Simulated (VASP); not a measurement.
Here is the system:

```yaml
crystal:
  lattice:
    - [-2.22612, 2.22612, 2.22612]
    - [2.22612, -2.22612, 2.22612]
    - [2.22612, 2.22612, -2.22612]
  atoms:
    - { symbol: Eu, position: [0.00000, 0.00000, 0.00000] }
```

Calculation: r2SCAN meta-GGA, VASP's PBE PAW potentials (set 64) (plane waves; VASP 6.6.1). Numerical set-up: 480 eV cut-off, 10×10×10 Γ-centred mesh, first-order Methfessel-Paxton smearing of 0.10 eV, potentials Eu_2.

The 4f electrons are frozen in the core of the lanthanide potential, so 4f levels, which can set the real gap, and their magnetism are missing.

Problem. Predict the energy per atom (σ→0), band gap (on the k-mesh) with the smallest direct gap where there is one.

Solution. 
- band gap (on the k-mesh) = none (metal, semimetal or under 0.01 eV)
- energy per atom (σ→0) = -2619.2 kJ/mol-atom

Total energies compare only between runs with the same potentials, cut-off and functional.

The compound is Eu in the bcc structure. It was relaxed first, which changed the volume by -8 %.
